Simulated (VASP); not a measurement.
A VASP calculation is set up with these files.

### KPOINTS
```
kpoints
0
gamma
  13 13 13
0 0 0
```

File POSCAR:
```
NbN
1
    0.0000000000     2.1950000000     2.1950000000
    2.1950000000     0.0000000000     2.1950000000
    2.1950000000     2.1950000000     0.0000000000
Nb N
1 1
Direct
  0.0000000000   0.0000000000   0.0000000000
  0.5000000000   0.5000000000   0.5000000000
```

INCAR:
```
SYSTEM = NbN
PREC = Accurate; ENCUT = 520; LREAL = .False.
LASPH = .True.
EDIFF = 1E-6; NELM = 100; ALGO = Normal
LMAXMIX = 4
ISMEAR = 1; SIGMA = 0.1
GGA = 91
IBRION = 2; NSW = 60; ISIF = 3
EDIFFG = -0.01
LWAVE = .False.; LCHARG = .False.
```

POTCAR, in this order: Nb_sv N (PBE.64 set). Program: vasp_std.

Write an equivalent input for Quantum ESPRESSO's pw.x.

One equivalent input (not run):
```
&CONTROL
  calculation = 'vc-relax'
  pseudo_dir = './pseudo'
  outdir = './out'
  tprnfor = .true.
  tstress = .true.
  nstep = 60
  forc_conv_thr = 0.00039
/
&SYSTEM
  ibrav = 0
  nat = 2
  ntyp = 2
  ecutwfc = 84
  occupations = 'smearing'
  smearing = 'methfessel-paxton'
  degauss = 0.00735
  input_dft = 'pw91'
/
&ELECTRONS
  conv_thr = 7.3e-08
  electron_maxstep = 100
/
&IONS
/
&CELL
/
ATOMIC_SPECIES
  Nb 92.906 Nb.upf
  N 14.007 N.upf
CELL_PARAMETERS angstrom
     0.0000000    2.1950000    2.1950000
     2.1950000    0.0000000    2.1950000
     2.1950000    2.1950000    0.0000000
ATOMIC_POSITIONS crystal
  Nb   0.0000000  0.0000000  0.0000000
  N    0.5000000  0.5000000  0.5000000
K_POINTS automatic
  13 13 13 0 0 0
```
What does not carry over: the potentials are each code's own (VASP's PAW set, PseudoDojo norm-conserving files in pw.x), so ENCUT and ecutwfc are chosen apart and not converted; conv_thr bounds pw.x's estimated SCF error, while EDIFF bounds the energy change between steps; forc_conv_thr acts on force components and is met together with etot_conv_thr.

The compound is NbN in the rock salt structure, the cubic δ form, which competes with hexagonal ones. This run relaxes it. Symmetry was kept, so distortions that lower it aren't found.
